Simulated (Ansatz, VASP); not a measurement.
**Cross-check of InSe (InSe monolayer (from C2/m)) between VASP and Ansatz**

Wanted: the spread between two codes on one cell, functional and k mesh. The structure shown is the start of the Ansatz relaxation below; VASP solves that cell, so the two are compared at the walk's first step.

Main program and level: Ansatz 0.2.0; plane waves, with VASP 6.6.1 beside it; single point at PBEsol.

### Step 1. The starting structure

The cell holds 4 atoms: 2 In and 2 Se. Its edges and angles: a = 4.110 Å, b = 6.217 Å, c = 29.991 Å, α = 90.0°, β = 90.0°, γ = 109.3°. Vacuum lies along c. The height across the vacuum is the one that the program set for its solve, not the one typed.

### Step 2. Ansatz: relaxation, PBEsol

Ansatz runs on its PAW soft_1 files.

The two programs are compared at the cell with which this relaxation starts, whose forces are those of its first step.

input.yaml

```yaml
crystal:
  lattice:
    - [4.11, 0.0, 0.0]
    - [-2.055, 5.867903, 0.0]
    - [0.0, 0.0, 27.095735]
  atoms:
    - { symbol: In, position: [0.0, 0.0, 0.5007978] }
    - { symbol: In, position: [0.2333629, 0.4667257, 0.4992022] }
    - { symbol: Se, position: [0.4078914, 0.8157828, 0.5571259] }
    - { symbol: Se, position: [0.8254715, 0.6509429, 0.4428741] }
  periodic: [true, true, false]
basis:
  ecutwfc: 420
  xc_grid: 2
hamiltonian:
  xc: pbesol
  pseudopotentials: { kind: paw, azcp: { folder: soft_1 }, xc_functional: pbe }
kpoints:
  mp_grid: { grid: [9, 9, 1] }
scf:
  occupations: { method: fermi_dirac, width: 0.02 }
  max_iter: 60
relax:
  f_tol: 0.005
  max_steps: 60
  cell: {}
output:
  forces: true
checkpoint:
  write: "../cell.run"
  compress: false
  write_wavefunctions: false
  write_every: 100000
```

Launch:

```console
$ ansatz run input.yaml --threads 32 --pin off --max-ram 84787MiB --backend cuda --events-out ev --progress --plain --runs-dir out --max-vram 78GiB
```

The program printed:

```text
Warning: crystal.periodic: the lattice vector that does not repeat stood 0.000° off the slab's normal, 27.096 Å along it as the deck builds it. The run solves the slab on a vector along the normal, 29 [...]
crystal.periodic: the lattice vector that does not repeat stood 0.000° off the slab's normal, 27.096 Å along it as the deck builds it. The run solves the slab on a vector along the normal, 29.991 Å lo [...]
Engine: ansatz 0.2.0, aarch64-unknown-linux-gnu
[...]
Pseudopotential: In, paw, valence charge 13, recommended cutoff 420 eV (normal), soft_1/In.paw.azcp
Pseudopotential: Se, paw, valence charge 16, recommended cutoff 420 eV (normal), soft_1/Se.paw.azcp
Functional definition: PBEsol
[...]
Crystal: 4 atoms, lattice volume = 723.307 Å³
Basis set: ecut = 420 eV, 14105 PW (Γ), exchange–correlation on 60×90×432 points (8 copies of the dense FFT grid, shifted against one another)
Bands: 35, of which v1, the nominal top of the filled ones, is band 29 counted from 1 (28 counted from 0)
[...]
Space group: C2/m (ITA 12), of the structure as read, at distance tolerance 9.0e-5 Å
k-points: 25 of 81
[...]
basis re-selected at this cell: Δ(F+E_penalty+E_count) = +8.044e-4 eV, ΔP = -0.002 N/m vs the last step (what re-selecting the basis moved, of the pressure what is left beyond the Pulay correction tha [...]
SCF converged after 6 iterations
Free energy (F): -21900.997486 eV
[...]
Fermi energy:    -4.576660 eV
--- Per-component energies (eV) ---
[...]
--- Forces (eV/Å), atoms counted from 1 ---
[...]
--- 2D stress c σ (N/m, compression-positive) ---
[...]
P = ½ c Tr σ = -0.0058 N/m
--- Band table (eV; the first three rows and the last of 25) ---
[...]
--- Relaxed structure (7 steps of the walk, 7 accepted, 1 SCFs on fresh bases) ---
[...]
```

### Step 3. VASP: single point, PBEsol, start cell

The same cell, functional, mesh and smearing now go to VASP, with its own data sets.

Lines of VASP's logs that name or quote its potential files are left out, and so is its time.

INCAR

```
SYSTEM = InSe
PREC = Accurate
ENCUT = 400
EDIFF = 1E-06
NELM = 120
ISMEAR = -1
SIGMA = 0.02
LREAL = .FALSE.
ALGO = Normal
GGA = PS
NBANDS = 25
LORBIT = 11
LWAVE = .FALSE.
LCHARG = .FALSE.
ISIF = 2
LDIPOL = .TRUE.
IDIPOL = 3
DIPOL = 0.5 0.5 0.452
LVHAR = .TRUE.
LASPH = .TRUE.
GGA_COMPAT = .FALSE.
EFERMI = MIDGAP
NELMDL = -8
KPAR = 2
```

POSCAR

```
InSe
1.0
    4.1100000000      0.0000000000      0.0000000000
   -2.0550000000      5.8679030000      0.0000000000
    0.0000000000      0.0000000000     29.9914730000
In Se
2 2
Direct
    0.0000000000      0.0000000000      0.4524447332
    0.2333628385      0.4667256770      0.4510032235
    0.4078913711      0.8157827421      0.5033342644
    0.8254714674      0.6509429348      0.4001136923
```

KPOINTS

```
Automatic mesh
0
Gamma
9 9 1
0 0 0
```

The projector-augmented-wave data sets are In_d and Se (PBE family, release 64).

Launch:

```console
$ mpirun -np 2 vasp_std
```

The program printed:

```text
[banner, memory and clock lines left out]
running    2 mpi-ranks, on    1 nodes
 distrk:  each k-point on    1 cores,    2 groups
 distr:  one band on    1 cores,    1 groups

 POSCAR found type information on POSCAR InSe
 POSCAR found :  2 types and       4 ions
|                                                                             |
|               ----> ADVICE to this user running VASP <----                  |
|                                                                             |
|     You enforced a specific xc type in the INCAR file but a different       |
|     [... a line on the potential file left out ...]
|     I HOPE YOU KNOW WHAT YOU ARE DOING!                                     |
|                                                                             |

 LDA part: xc-table for (Slater+PW92), standard interpolation
 POSCAR, INCAR and KPOINTS ok, starting setup
 FFT: planning ... GRIDC
 FFT: planning ... GRID_SOFT
 FFT: planning ... GRID
 WAVECAR not read
 entering main loop
       N       E                     dE             d eps       ncg     rms          rms(c)
DAV:   1     0.239108178755E+03    0.23911E+03   -0.12557E+04  1682   0.873E+02
DAV:   2     0.134647756909E+02   -0.22564E+03   -0.22286E+03  1517   0.260E+02
DAV:   3    -0.149932954676E+02   -0.28458E+02   -0.28322E+02  1673   0.101E+02
DAV:   4    -0.156656010023E+02   -0.67231E+00   -0.67104E+00  1617   0.209E+01
DAV:   5    -0.156865318541E+02   -0.20931E-01   -0.20929E-01  2042   0.316E+00
DAV:   6    -0.156868887049E+02   -0.35685E-03   -0.35685E-03  1980   0.367E-01
DAV:   7    -0.156868937212E+02   -0.50162E-05   -0.50162E-05  1921   0.392E-02
DAV:   8    -0.156868938680E+02   -0.14683E-06   -0.14685E-06  1396   0.657E-03    0.612E+00
DAV:   9    -0.150204940410E+02    0.66640E+00   -0.13181E+00  1725   0.188E+01    0.375E+00
DAV:  10    -0.149617350508E+02    0.58759E-01   -0.65256E-01  1964   0.611E+00    0.884E-01
DAV:  11    -0.149561133075E+02    0.56217E-02   -0.86511E-02  1775   0.331E+00    0.639E-01
DAV:  12    -0.149577557078E+02   -0.16424E-02   -0.94756E-03  1585   0.606E-01    0.192E-01
DAV:  13    -0.149592349303E+02   -0.14792E-02   -0.13043E-03  1814   0.276E-01    0.116E-01
DAV:  14    -0.149603623095E+02   -0.11274E-02   -0.99324E-04  1561   0.328E-01    0.523E-02
[...]
DAV:  18    -0.149606516677E+02   -0.32246E-04   -0.25398E-06  1409   0.964E-03    0.692E-03
DAV:  19    -0.149607218764E+02   -0.70209E-04   -0.36682E-06  1241   0.924E-03    0.203E-03
DAV:  20    -0.149607772097E+02   -0.55333E-04   -0.38373E-06  1324   0.819E-03    0.244E-03
DAV:  21    -0.149608016627E+02   -0.24453E-04   -0.11417E-06  1225   0.452E-03    0.165E-03
DAV:  22    -0.149608157434E+02   -0.14081E-04   -0.50460E-07  1168   0.303E-03    0.458E-04
DAV:  23    -0.149608184706E+02   -0.27272E-05   -0.60313E-08  1274   0.272E-03    0.532E-04
DAV:  24    -0.149608237514E+02   -0.52808E-05   -0.19844E-07  1031   0.241E-03    0.265E-04
DAV:  25    -0.149608244829E+02   -0.73153E-06   -0.13119E-08  1209   0.713E-04
   1 F= -.14960824E+02 E0= -.14960824E+02  d E =-.158774E-20
```

Parts of OUTCAR (step 3):

```text
ion  position               nearest neighbor table
   1  0.000  0.000  0.452-   4 2.58   2 2.74   3 2.78   3 2.78   2 3.74   2 3.74
   2  0.233  0.467  0.451-   3 2.58   1 2.74   4 2.78   4 2.78   1 3.74   1 3.74
   3  0.408  0.816  0.503-   2 2.58   1 2.78   1 2.78
   4  0.825  0.651  0.400-   1 2.58   2 2.78   2 2.78

  LATTYP: Found a base centered orthorhombic cell.
 ALAT       =     4.1100000000
 B/A-ratio  =     2.8554272506
 C/A-ratio  =     7.2971953771

 Subroutine GETGRP returns: Found  4 space group operations
 (whereof  2 operations were pure point group operations)

The static configuration has the point symmetry C_1h.
 The point group associated with its full space group is C_2h.

 Found     25 irreducible k-points:

   k-points           NKPTS =     25   k-points in BZ     NKDIM =     25   number of bands    NBANDS=     25

   dimension x,y,z NGX =    28 NGY =   42 NGZ =  196
   dimension x,y,z NGXF=    56 NGYF=   84 NGZF=  392

   ENCUT  =  400.0 eV  29.40 Ry    5.42 a.u.   6.70 10.14 48.91*2*pi/ulx,y,z

   NELECT =      38.0000    total number of electrons

 k-points in reciprocal lattice and weights: Automatic mesh
   0.00000000  0.00000000  0.00000000       0.012
   0.11111111 -0.00000000  0.00000000       0.049
   0.22222222 -0.00000000  0.00000000       0.049
   0.33333333 -0.00000000  0.00000000       0.049
   0.44444444 -0.00000000  0.00000000       0.049
   0.00000000  0.11111111  0.00000000       0.025
   0.11111111  0.11111111  0.00000000       0.049
   0.22222222  0.11111111  0.00000000       0.049
   0.33333333  0.11111111  0.00000000       0.049
[...]
0.00000000  0.44444444  0.00000000       0.025
   0.11111111  0.44444444  0.00000000       0.025

 dipolmoment           0.000000      0.000000      0.000001 electrons x Angstroem

 average (electrostatic) potential at core
       1-104.6817       2-104.6817       3 -61.2984       4 -61.2984

 E-fermi :  -3.3560

 k-point     1 :       0.0000    0.0000    0.0000
  band No.  band energies     occupation
    ...
     15      -6.9770      2.00000
     16      -5.4634      2.00000
     17      -5.4024      2.00000
     18      -4.7363      2.00000
     19      -4.5260      2.00000
     20      -2.4748      0.00000
     21      -1.9337      0.00000
     22      -0.0845      0.00000
     23      -0.0005      0.00000
     24       1.0537      0.00000
    ...

 k-point     2 :       0.1111   -0.0000    0.0000
  band No.  band energies     occupation
    ...
     15      -6.8618      2.00000
     16      -5.8803      2.00000
     17      -5.4446      2.00000
     18      -4.7909      2.00000
     19      -4.6770      2.00000
     20      -2.2960      0.00000
     21      -1.6372      0.00000
     22      -0.6603      0.00000
     23       0.2953      0.00000
     24       1.1900      0.00000
    ...

 k-point     3 :       0.2222   -0.0000    0.0000
  band No.  band energies     occupation
    ...
     15      -6.6906      2.00000
     16      -6.3437      2.00000
     17      -5.6108      2.00000
     18      -5.2408      2.00000
     19      -4.7081      2.00000
     20      -2.1087      0.00000
     21      -1.4397      0.00000
     22      -0.9806      0.00000
     23       0.9740      0.00000
     24       1.1442      0.00000
    ...

  Total       -2.0684604     -1.3903482      0.1332216      0.0000000      1.8904216      0.0000000
  in kB       -4.5817907     -3.0797228      0.2950956      0.0000000      4.1874217      0.0000000
  external PRESSURE =      -2.4554726 kB  Pullay stress =       0.0000000 kB

  energy-cutoff  :      400.00
  volume of cell :      723.31
      direct lattice vectors                 reciprocal lattice vectors
     4.110000000  0.000000000  0.000000000     0.243309002  0.085209316  0.000000000
    -2.055000000  5.867903000  0.000000000     0.000000000  0.170418632  0.000000000
     0.000000000  0.000000000 29.991473000     0.000000000  0.000000000  0.033342810

 POSITION                                       TOTAL-FORCE (eV/Angst)
 -----------------------------------------------------------------------------------
      0.00000      0.00000     13.56948         0.000000     -0.749041      0.931901
      0.00000      2.73870     13.52625        -0.000000      0.749041     -0.931901
      0.00000      4.78693     15.09574         0.000000      0.621442      0.045645
      2.05500      3.81967     12.00000         0.000000     -0.621442     -0.045645
 -----------------------------------------------------------------------------------
    total drift:                               -0.000072     -0.000066     -0.000017

  FREE ENERGIE OF THE ION-ELECTRON SYSTEM (eV)
  ---------------------------------------------------
  free  energy   TOTEN  =       -14.9608244829 eV

  energy  without entropy=      -14.9608244829  energy(sigma->0) =      -14.96082448

 vacuum level on the upper side and lower side of the slab         1.490         1.490

 total charge
# of ion       s       p       d       tot
------------------------------------------
    1        0.869   0.626   9.878  11.374
    2        0.869   0.626   9.878  11.374
    3        1.471   2.319   0.019   3.809
    4        1.471   2.319   0.019   3.809
--------------------------------------------------
tot          4.681   5.891  19.795  30.367

[... 3 further parts left out ...]
```

### Step 4. Side by side

Known differences besides the potentials themselves: Ansatz cuts the interaction across the vacuum, VASP repeats the sheet with a dipole correction; the data sets hold 58 valence electrons in Ansatz (on its PAW soft_1 files) and 38 in VASP; the cutoff is 420 eV in Ansatz and 400 eV in VASP; Ansatz makes its cores anew for this functional, VASP keeps those of its PBE data sets. Total energies have different zeros and are not compared.

Forces (eV/Å; atoms numbered as in POSCAR):

```csv
atom,"Ansatz x, y, z","VASP x, y, z"
In1,"0.000, -0.764, 0.932","0.000, -0.749, 0.932"
In2,"0.000, 0.764, -0.932","0.000, 0.749, -0.932"
Se3,"0.000, 0.617, 0.029","0.000, 0.621, 0.046"
Se4,"0.000, -0.617, -0.029","0.000, -0.621, -0.046"
```

The forces differ by 9.6 meV/Å r.m.s., which is 1.7 % of the r.m.s. force of 0.550 eV/Å (both taken over all components). With vacuum in the cell, a pressure given here is an average over mostly empty space and none of the material.

### Step 5. Results

```json
{
  "r.m.s. force difference (single point, PBEsol, start cell)": "1.7 % of the r.m.s. force"
}
```

What this shows: The r.m.s. force difference is 1.7 % of the r.m.s. force (single point, PBEsol, start cell), within the 3 % picked in this series as the mark of a large difference. The data sets hold unlike numbers of valence electrons (58 in Ansatz and 38 in VASP), so part of the differences comes from the potentials. 1 further run of this series is not shown here. How closely two codes agree says nothing of how well the functional describes the real material.

[Lines on the potential files, build, host, timing and source positions are cut from VASP's logs without a mark.]

[Logs are printed without paths, hosts, clocks, repeated set-up lines and the standing remarks that a program may print on its own settings, such as how far it seeks lower states.]

[Hosts, paths, dates, database ids (printed as entryN), source tags and the programs' standing remarks are cut or masked in the printed files.]
